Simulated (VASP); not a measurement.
An input for Ansatz (written as the equivalent of a VASP run, and not itself run):

Ansatz 0.2 input:
```yaml
crystal:
  lattice:
    - [3.5698022, 0.0000000, 0.0000000]
    - [-1.7849011, 3.0915342, 0.0000000]
    - [0.0000000, 0.0000000, 7.4957088]
  atoms:
    - { symbol: In, position: [0.0000000, 0.0000000, 0.0000000] }
    - { symbol: In, position: [0.0000000, 0.0000000, 0.5000000] }
    - { symbol: Sb, position: [0.3333330, 0.6666670, 0.2500000] }
    - { symbol: Sb, position: [0.6666670, 0.3333330, 0.7500000] }
kpoints:
  mp_grid: { grid: [10, 10, 4] }
hamiltonian:
  xc: pbesol
  pseudopotentials: { kind: paw }
scf:
  occupations: { method: methfessel_paxton, width: 0.1 }
  max_iter: 100
relax:
  max_steps: 40
  f_tol: 0.02
  cell: { p_target: 45 }
output: { forces: true, stress: true, eigenvalues: true }
```

Problem. Write the VASP files for the same calculation (PBEsol).

Solution. Several could match; the one computed here: 
### POSCAR
```
InSb
1.0
  3.5698021855   0.0000000031   0.0000000000
 -1.7849010901   3.0915341692   0.0000000000
  0.0000000000   0.0000000000   7.4957087584
In Sb
2 2
Cartesian
  0.0000000000   0.0000000000   0.0000000000
  0.0000000000   0.0000000000   3.7478543792
 -0.0000017831   2.0610238110   1.8739271896
  1.7849028785   1.0305103613   5.6217815688
```

### INCAR
```
SYSTEM = InSb
PREC = Accurate
ENCUT = 500
EDIFF = 1E-6
NELM = 100
ALGO = Normal
LREAL = .FALSE.
LASPH = .TRUE.
ISMEAR = 1
SIGMA = 0.1
GGA = PS
LMAXMIX = 4
LWAVE = .FALSE.
LCHARG = .FALSE.
IBRION = 2
ISIF = 3
NSW = 40
EDIFFG = -0.02
PSTRESS = 450
```

KPOINTS:
```
Automatic mesh
0
Gamma
10 10 4
0 0 0
```

POTCAR, in this order: In_d Sb (PBE.64 set). Program: vasp_std.

The two are equivalent in intent, not identical: each code has its own PAW files, so the cut-off isn't converted (ENCUT is set for VASP's; basis.ecutwfc is left out, and Ansatz then takes the one that its files recommend); Ansatz stops its SCF on the density residual and VASP on the energy change (EDIFF).

The structure was generated: InSb was put into the NiAs type type (P6_3/mmc), which need not be its known phase. This run relaxes it under an external pressure of 45 GPa. Symmetry was kept, so distortions that lower it aren't found.
